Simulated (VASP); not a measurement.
OSZICAR of a VASP run on AuZn (CsCl type):

**OSZICAR**
```
       N       E                     dE             d eps       ncg     rms          rms(c)
DAV:   1     0.708615928815E+02    0.70862E+02   -0.12024E+04  2543   0.200E+03
DAV:   2    -0.609914875220E+02   -0.13185E+03   -0.12784E+03  2611   0.353E+02
DAV:   3    -0.655225494105E+02   -0.45311E+01   -0.45198E+01  3059   0.757E+01
DAV:   4    -0.655525763085E+02   -0.30027E-01   -0.30024E-01  2919   0.538E+00
DAV:   5    -0.655529528577E+02   -0.37655E-03   -0.37655E-03  3080   0.606E-01    0.772E+00
DAV:   6    -0.599025756814E+02    0.56504E+01   -0.56703E+00  2534   0.304E+01    0.645E+00
DAV:   7    -0.598420417883E+02    0.60534E-01   -0.32349E-01  2786   0.774E+00    0.338E+00
DAV:   8    -0.598452279782E+02   -0.31862E-02   -0.28429E-01  2737   0.617E+00    0.101E+00
DAV:   9    -0.598951168879E+02   -0.49889E-01   -0.40879E-02  2604   0.310E+00    0.316E-01
DAV:  10    -0.598966031239E+02   -0.14862E-02   -0.89596E-03  2807   0.101E+00    0.839E-02
DAV:  11    -0.598967674120E+02   -0.16429E-03   -0.44816E-03  2751   0.725E-01    0.603E-02
DAV:  12    -0.598970145901E+02   -0.24718E-03   -0.11526E-04  2632   0.113E-01    0.486E-02
DAV:  13    -0.598971125887E+02   -0.97999E-04   -0.24766E-05  2926   0.571E-02    0.328E-02
DAV:  14    -0.598972382617E+02   -0.12567E-03   -0.17247E-04  2772   0.166E-01    0.859E-03
DAV:  15    -0.598972395341E+02   -0.12723E-05   -0.46801E-06  2590   0.248E-02    0.606E-03
DAV:  16    -0.598972381688E+02    0.13653E-05   -0.20054E-07  2427   0.811E-03    0.427E-03
DAV:  17    -0.598972348277E+02    0.33411E-05   -0.30142E-07  2434   0.834E-03    0.110E-03
DAV:  18    -0.598972350435E+02   -0.21583E-06   -0.10385E-07  1876   0.370E-03    0.500E-04
DAV:  19    -0.598972352550E+02   -0.21145E-06   -0.41708E-09  1323   0.997E-04    0.311E-04
DAV:  20    -0.598972351634E+02    0.91586E-07   -0.96600E-09  1344   0.127E-03
   1 F= -.59897235E+02 E0= -.59897033E+02  d E =-.606427E-03
```

Problem. Which electronic solver shows in the log?

Solution. It is blocked Davidson (ALGO = Normal, or the opening steps of other solvers). The INCAR had ALGO = Normal.

Problem. Can the final energy be trusted as converged?

Solution. The calculation finished and met its thresholds. It stopped with EDIFF = 1E-7, NELM = 100 (r2SCAN meta-GGA, plane waves, VASP's PBE PAW potentials (set 64)).

The compound is AuZn in the CsCl type structure. This cell is one point of a volume scan, at 1.06 of the reference volume. The electron count is odd and the run is not spin-polarised, which forces a metal.
